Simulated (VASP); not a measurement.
The system is ZrC.

```
CELL_PARAMETERS angstrom
0.00000 2.36500 2.36500
2.36500 0.00000 2.36500
2.36500 2.36500 0.00000
ATOMIC_POSITIONS crystal
Zr 0.50000 0.50000 0.50000
C 0.00000 0.00000 0.00000
```

Program: VASP 6.6.1. Alike in all runs: task single point; level PBE; potentials or basis VASP PAW PBE potentials, release 64 (Zr_sv, C); no spin polarisation; cell as given; smearing gaussian 0.1 eV. Hardware: 1 thread of AMD EPYC 7R13 Processor (Zen 3) (shared host).

Order these runs on this cell by their wall time, lowest first.
A. k mesh 20 × 20 × 20; cutoff (eV) 520; mesh quality not flagged
B. k mesh 12 × 12 × 12; cutoff (eV) 450; mesh quality not flagged
C. k mesh 12 × 12 × 12; cutoff (eV) 700; mesh quality not flagged
D. k mesh 4 × 4 × 4; cutoff (eV) 520; mesh quality coarse

D (8.4 s), B (20 s), C (51 s), A (120 s).

Caveats: some runs use coarse meshes.
